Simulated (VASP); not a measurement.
Set up this calculation in VASP 6.6.1, as the native input.

- Task: relaxation of the atoms
- Functional: PBE
- Potentials or basis: VASP PAW PBE potentials, release 64 (Ir)
- Cutoff: 300 eV
- k mesh: 8 × 8 × 8
- Occupations: methfessel-paxton, width 0.1 eV
- Spin: no spin polarisation
- Further INCAR settings: ALGO = Normal; EDIFF = 1e-07; IBRION = 2; EDIFFG = -0.01; NSW = 40

The structure of Ir lies in POSCAR:

```
Ir                                      
1.0
    0.0000000000      1.9624771996      1.9624771996
    1.9624771996      0.0000000000      1.9624771996
    1.9624771996      1.9624771996      0.0000000000
  Ir            
     1
Direct
     0.0000000000000000    0.0000000000000000    0.0000000000000000
```

The cell isn't the ideal one: a relaxed cell with its volume scaled by 1.04.

These files were run (other wordings do the same):

INCAR

```
PREC     = Accurate       # precision mode
ENCUT    = 300            # plane-wave cutoff, eV
EDIFF    = 1E-7           # SCF threshold, eV
ISMEAR   = 1              # smearing method
SIGMA    = 0.1            # smearing width, eV
LREAL    = F              # projectors in reciprocal space
LASPH    = T              # aspherical terms in the spheres
NELM     = 80             # most SCF steps
ALGO     = Normal         # electronic algorithm
ISIF     = 2              # what is computed and relaxed
LWAVE    = F              # write WAVECAR
LCHARG   = F              # write CHGCAR
GGA      = PE             # functional
IBRION   = 2              # ionic algorithm
NSW      = 40             # ionic steps
EDIFFG   = -0.01          # ionic threshold
```

KPOINTS

```
regular mesh
0
Gamma
  8 8 8
```

Potentials or basis: VASP PAW PBE potentials, release 64 (Ir).

The run is started by

```bash
$ cat potpaw_PBE.64/Ir/POTCAR > POTCAR
$ mpirun -np 1 vasp_std > vasp.out
```

It gave:

* Pressure after relaxing: -12.5 GPa
* Band gap on the k mesh: none (metal or under the smearing width)

Caveat: the relaxation stopped at its first step, so nothing moved.

Wall time 3.4 s on 1 thread of Intel(R) Xeon(R) Platinum 8488C (Sapphire Rapids) (shared host), peak memory 0.11 GiB.
